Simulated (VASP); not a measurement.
Pb (fcc): computed properties

The numbers are results of LDA (Ceperley-Alder, Perdew-Zunger), VASP's LDA PAW potentials (set 64) (plane waves; VASP), not measurements.

```json
{
  "space_group": "Fm-3m (225)",
  "cell": "a = b = c = 4.889 Å, α = β = γ = 90.00°",
  "volume_per_atom": "29.21 Å³/atom",
  "band gap (over mesh and band path)": "none (metal, semimetal or under 0.01 eV)",
  "density": "11.78 g/cm³"
}
```

```xyz
1
Lattice="0.0000 2.4445 2.4445 2.4445 0.0000 2.4445 2.4445 2.4445 0.0000" Properties=species:S:1:pos:R:3 pbc="T T T"
Pb     0.0000     0.0000     0.0000
```

Measured: a 4.902 Å at 0 K (computed value off by -0.3 %), as given by Gábor I. Csonka et al., Physical Review B (2009), arXiv:0903.4037 [low-temperature or extrapolated to 0 K; zero-point anharmonic expansion removed]. Unless said otherwise, spin-orbit coupling is left out, though it shifts the bands of the heavy elements here.

The compound is Pb in the fcc structure. It was relaxed first. Symmetry was kept, so distortions that lower it aren't found.
